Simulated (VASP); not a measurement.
**GW on BAs**

Aim: the quasiparticle gap of BAs, and what it costs to get it. The cell is of the zinc-blende type, one of the forms listed for this formula. The start is a cell from a database of measured crystal structures.

Method: PBE; plane waves and PAW (B_GW, As_GW), in the first sound run; inputs show where later runs differ, in VASP 6.6.1.

Report form: the programs' logs are mostly left out.

**1. The structure**

Symmetry: F-43m, No. 216, cubic system. Conventional cell: a = 4.777 Å, b = 4.777 Å, c = 4.777 Å, α = 90.00°, β = 90.00°, γ = 90.00°. Nearest to B lie 4 As at 2.07 Å. Nearest to As lie 4 B at 2.07 Å. Farther neighbours are not listed.

**2. Ground state**

The orbitals come from a self-consistent PBE run. EDIFF is tight for accurate orbitals, and a narrow smearing avoids fractional occupations.

Contents of INCAR:

```
SYSTEM = BAs
PREC = Accurate
ENCUT = 340
EDIFF = 1E-08
NELM = 100
ISMEAR = 0
SIGMA = 0.01
LREAL = .FALSE.
ALGO = Normal
GGA = PE
NBANDS = 10
LORBIT = 11
LWAVE = .TRUE.
LCHARG = .FALSE.
KPAR = 8
```

Contents of POSCAR:

```
BAs
1.0
    0.0000000000      2.3885000000      2.3885000000
    2.3885000000      0.0000000000      2.3885000000
    2.3885000000      2.3885000000      0.0000000000
B As
1 1
Direct
    0.0000000000      0.0000000000      0.0000000000
    0.2500000000      0.2500000000      0.2500000000
```

Contents of KPOINTS:

```
Automatic mesh
0
Gamma
6 6 6
0 0 0
```

PAW data sets: B_GW and As_GW (PBE family, release 64).

Run with:

```bash
$ mpirun -np 8 vasp_std
```

It took 3 s on 8 MPI ranks of AMD EPYC 7R43, shared host; peak memory 0.76 GiB; 16 s of CPU time.

The gap is read on the k-mesh alone, so it is an upper bound where the band edges lie off the mesh.

A gap read on the k-mesh alone can miss the band edges.

This step gave:

- free energy (TOTEN): -11.38 eV
- Fermi energy: 6.285 eV
- pressure: 2.923 GPa
- gap on the k-mesh: 1.265 eV
- least direct gap on the k-mesh: 3.266 eV

The cell has a gap of 1.26 eV on this mesh and a pressure of +2.9 GPa, which holds the misfit of the given cell and coordinates with this functional, and any error of cutoff, mesh and data sets. Spin-orbit coupling is left out, which can shift or reorder these edges.

**3. Empty bands, functional PBE**

ALGO = Exact makes the empty bands from the converged ground state in one step. LOPTICS writes the k-derivatives of the orbitals (WAVEDER), which give the long-wavelength limit of the screening.

Contents of INCAR:

```
SYSTEM = BAs
PREC = Accurate
ENCUT = 340
ISMEAR = 0
SIGMA = 0.01
LREAL = .FALSE.
GGA = PE
NBANDS = 176
ALGO = Exact
NELM = 1
LWAVE = .TRUE.
LCHARG = .FALSE.
LOPTICS = .TRUE.
NEDOS = 1000
CSHIFT = 0.1
```

POSCAR is that of step 2.

KPOINTS is that of step 2.

Run with:

```bash
$ mpirun -np 8 vasp_std
```

Wall time 4 s (8 MPI ranks); peak memory 0.7 GiB.

WAVECAR now holds 176 bands for 8 electrons. Its independent-particle dielectric tensor has xx, yy, zz = 11.6, 11.6, 11.6 on this mesh, which isn't tested for convergence in mesh or bands and lacks local fields.

**4. evGW0**

This step: evGW0 on PBE; plane waves and PAW (B_GW, As_GW) (VASP 6.6.1).

The lowest NBANDSGW levels in G are updated for four passes while W stays fixed, so the result depends less on the starting levels.

Contents of INCAR:

```
SYSTEM = BAs
PREC = Accurate
ENCUT = 340
ISMEAR = 0
SIGMA = 0.01
LREAL = .FALSE.
GGA = PE
NBANDS = 176
ALGO = EVGW0
NELMGW = 4
ENCUTGW = 200
NOMEGA = 48
PRECFOCK = Fast
NBANDSGW = 16
LWAVE = .FALSE.
LCHARG = .FALSE.
```

POSCAR is that of step 3.

KPOINTS is that of step 3.

Run with:

```bash
$ mpirun -np 8 vasp_std
```

It took 7.6 min on 8 MPI ranks; peak memory 1.5 GiB.

This step gave:

* quasiparticle gap on the mesh: 2.002 eV
* smallest direct quasiparticle gap on the mesh: 4.236 eV
* gap of the starting orbitals on the mesh: 1.265 eV

QP gap by iteration, by row:

```tsv
iteration	gap (eV)	direct gap (eV)
1	1.909	4.12
2	1.989	4.22
3	2	4.234
4	2.002	4.236
```

GW takes the gap from 1.265 to 2.002 eV. Spin-orbit coupling is left out. The value holds for 176 bands, ENCUTGW = 200 eV and this mesh, and isn't shown to be converged in them.

**5. QPGW0**

This step: QPGW0 on PBE; plane waves and PAW (B_GW, As_GW) (VASP 6.6.1).

Here the orbitals are updated too, by diagonalising a Hermitian self-energy in the bands up to NBANDSGW.

INCAR, as its differences from that of step 4:

```diff
@@ -8,3 +8,3 @@
 NBANDS = 176
-ALGO = EVGW0
+ALGO = QPGW0
 NELMGW = 4
@@ -13,3 +13,3 @@
 PRECFOCK = Fast
-NBANDSGW = 16
+NBANDSGW = 24
 LWAVE = .FALSE.
```

POSCAR is that of step 4.

KPOINTS is that of step 4.

Run with:

```bash
$ mpirun -np 8 vasp_std
```

It took 20 min on 8 MPI ranks; peak memory 2.5 GiB.

**6. Orbitals for another starting point**

This step: PBE; plane waves and PAW (B_GW, As_GW) (VASP 6.6.1).

A hybrid converges faster from good orbitals, so a cheap PBE run writes WAVECAR first.

Contents of INCAR:

```
SYSTEM = BAs
PREC = Accurate
ENCUT = 340
EDIFF = 1E-05
NELM = 100
ISMEAR = 0
SIGMA = 0.01
LREAL = .FALSE.
ALGO = Normal
GGA = PE
NBANDS = 10
LORBIT = 11
LWAVE = .TRUE.
LCHARG = .FALSE.
KPAR = 8
```

POSCAR is that of step 5.

KPOINTS is that of step 5.

Run with:

```bash
$ mpirun -np 8 vasp_std
```

Wall time 2 s (8 MPI ranks); peak memory 0.73 GiB.

Numbers from this step:

```
Fermi energy : 6.284 eV
pressure     : 2.944 GPa
```

The run ends at a pressure of 2.94 GPa.

**7. Another starting point**

This step: HSE06; plane waves and PAW (B_GW, As_GW) (VASP 6.6.1).

To see how much the result owes to its start, the ground state is made again with HSE06. EDIFF is tight for accurate orbitals, and a narrow smearing avoids fractional occupations.

Contents of INCAR:

```
SYSTEM = BAs
PREC = Accurate
ENCUT = 340
EDIFF = 1E-08
NELM = 100
ISMEAR = 0
SIGMA = 0.01
LREAL = .FALSE.
ALGO = Normal
LHFCALC = .TRUE.
AEXX = 0.25
GGA = PE
HFSCREEN = 0.2
LASPH = .TRUE.
NBANDS = 10
PRECFOCK = Fast
LORBIT = 11
LWAVE = .TRUE.
LCHARG = .FALSE.
KPAR = 8
```

POSCAR is that of step 6.

KPOINTS is that of step 6.

The WAVECAR or CHGCAR of an earlier step is read.

Run with:

```bash
$ mpirun -np 8 vasp_std
```

Elapsed: 56 s, on 8 MPI ranks; peak memory 1.5 GiB.

The PAW data sets were made with PBE, which is usual practice but a small mismatch for other functionals.

This step gave:

- free energy (TOTEN): -13.24 eV
- Fermi energy: 5.796 eV
- gap on the k-mesh: 1.951 eV
- least direct gap on the k-mesh: 4.129 eV

**8. Empty bands, functional HSE06**

Contents of INCAR:

```
SYSTEM = BAs
PREC = Accurate
ENCUT = 340
ISMEAR = 0
SIGMA = 0.01
LREAL = .FALSE.
LHFCALC = .TRUE.
AEXX = 0.25
GGA = PE
HFSCREEN = 0.2
LASPH = .TRUE.
NBANDS = 176
PRECFOCK = Fast
ALGO = Exact
NELM = 1
LWAVE = .TRUE.
LCHARG = .FALSE.
LOPTICS = .TRUE.
NEDOS = 1000
CSHIFT = 0.1
```

POSCAR is that of step 7.

KPOINTS is that of step 7.

The WAVECAR or CHGCAR of an earlier step is read.

Run with:

```bash
$ mpirun -np 8 vasp_std
```

Run time: 2.9 min. Hardware: 8 MPI ranks; peak memory 1.6 GiB; 23 min of CPU time.

**9. G0W0**

This step: G0W0 on HSE06; plane waves and PAW (B_GW, As_GW) (VASP 6.6.1).

G0W0 keeps orbitals and screening fixed and shifts each of the lowest NBANDSGW levels once.

Contents of INCAR:

```
SYSTEM = BAs
PREC = Accurate
ENCUT = 340
ISMEAR = 0
SIGMA = 0.01
LREAL = .FALSE.
LHFCALC = .TRUE.
AEXX = 0.25
GGA = PE
HFSCREEN = 0.2
LASPH = .TRUE.
NBANDS = 176
PRECFOCK = Fast
ALGO = EVGW0
NELMGW = 1
ENCUTGW = 200
NOMEGA = 48
NBANDSGW = 16
LWAVE = .FALSE.
LCHARG = .FALSE.
```

POSCAR is that of step 8.

KPOINTS is that of step 8.

The WAVECAR or CHGCAR of an earlier step is read.

Run with:

```bash
$ mpirun -np 8 vasp_std
```

The job ended after 1.9 min (8 MPI ranks; peak memory 2.3 GiB).

Numbers from this step:

```yaml
quasiparticle_gap_on_the_mesh: 2.203 eV
smallest_direct_quasiparticle_gap_on_the_mesh: 4.469 eV
gap_of_the_starting_orbitals_on_the_mesh: 1.951 eV
```

GW takes the gap from 1.951 to 2.203 eV. That is +294 meV against the one-shot pass on PBE. Spin-orbit coupling is left out. The value holds for 176 bands, ENCUTGW = 200 eV and this mesh, and isn't shown to be converged in them.

**10. Summary**

This step: GW series: evGW0 on PBE, G0W0 on HSE06; plane waves and PAW (VASP 6.6.1).

This step runs nothing: it gathers the runs above.

Cost is wall time times ranks on a shared host, with the step that makes the empty bands. GW runs:

```tsv
level	bands	ENCUTGW (eV)	NOMEGA	k mesh	starting gap (eV)	quasiparticle gap (eV)	direct gap (eV)	cost (core minutes)
evGW0 on PBE	176	200	48	6x6x6	1.265	2.002	4.236	61.08
G0W0 on HSE06	176	200	48	6x6x6	1.951	2.203	4.469	38.41
```

**11. Summary of results**

```json
{"evGW0 on PBE, 176 bands, ENCUTGW 200 eV, NOMEGA 48, mesh 6×6×6": "1.265 → 2.002 eV", "G0W0 on HSE06, 176 bands, ENCUTGW 200 eV, NOMEGA 48, mesh 6×6×6": "1.951 → 2.203 eV"}
```

In words: evGW0 gives a quasiparticle gap of 2.002 eV on the mesh, 0.74 eV over the PBE gap on the same mesh. On this mesh the starting valence top lies at Γ and the conduction bottom at (0.333, 0.333, 0), so the starting gap is indirect. Over the final values of the levels run here the gap spans 2.00 to 2.20 eV. In evGW0 the first pass, which is the one-shot result, gives 1.909 eV and pass 4 gives 2.002 eV; the last pass changed the gap by +2 meV, so the loop is converged. One-shot gaps: 1.909 eV from PBE and 2.203 eV from HSE06. The starting gaps span 0.69 eV and the one-shot gaps 0.29 eV. Bands, response cutoff and mesh weren't tested for convergence, and band edges off the mesh aren't seen. The gap at QPGW0 was not obtained, because its table couldn't be read. Spin-orbit coupling is left out; with As in the cell it can split or shift band edges, by an amount that depends on which atoms form them and isn't tested here. Not tabulated here, as repeats of values shown or as unfit to read for their mesh, reference level or band range: eps2 curves (empty bands); eps1 curves and static values (empty bands); gaps (empty bands).

[Lines on the potential files, build, host, timing and source positions are cut from VASP's logs without a mark.]

[Logs are printed without paths, hosts, clocks, repeated set-up lines and the standing remarks that a program may print on its own settings, such as how far it seeks lower states.]

[Hosts, paths, dates, database ids (printed as entryN), source tags and the programs' standing remarks are cut or masked in the printed files.]

[Pressures printed for these runs are not shown converged in the cutoff: they can be off by several GPa and have the wrong sign.]
